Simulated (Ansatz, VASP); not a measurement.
SnPt3: VASP beside Ansatz

```
Sn Pt
1.0
     4.01329    0.00000    0.00000
     0.00000    4.01329    0.00000
     0.00000    0.00000    4.01329
Sn Pt
1 3
Direct
  0.00000 0.00000 0.00000
  0.00000 0.50000 0.50000
  0.50000 0.00000 0.50000
  0.50000 0.50000 0.00000
```

Change from the starting cell: volume scaled by 1.01, crystal datasets.

Alike in both runs: task electric field gradients; functional LDA; k mesh 8 × 8 × 8; occupations fermi-dirac, width 0.05 eV; no spin polarisation.

|  | VASP | Ansatz |
| --- | --- | --- |
| version | VASP 6.6.1 | Ansatz 0.2.0 |
| potentials or method | VASP PAW LDA potentials, release 64 (Sn_d, Pt), cutoff 520 eV | all-electron PAW with datasets made for the crystal, scalar-relativistic |

```csv
,VASP,Ansatz,Ansatz less VASP
pressure (GPa),-5.1,-5.8,-0.68
Vzz of the field gradient on the site that differs most (V/Å²),-143.1,-158.4,-15.27
```

Ansatz ran all-electron here, so the differences hold the error of VASP's frozen core and of both bases. Ansatz warned: «gradients_without_spin_orbit».

The runs have no spin-orbit coupling, so splittings on Pt are missing.
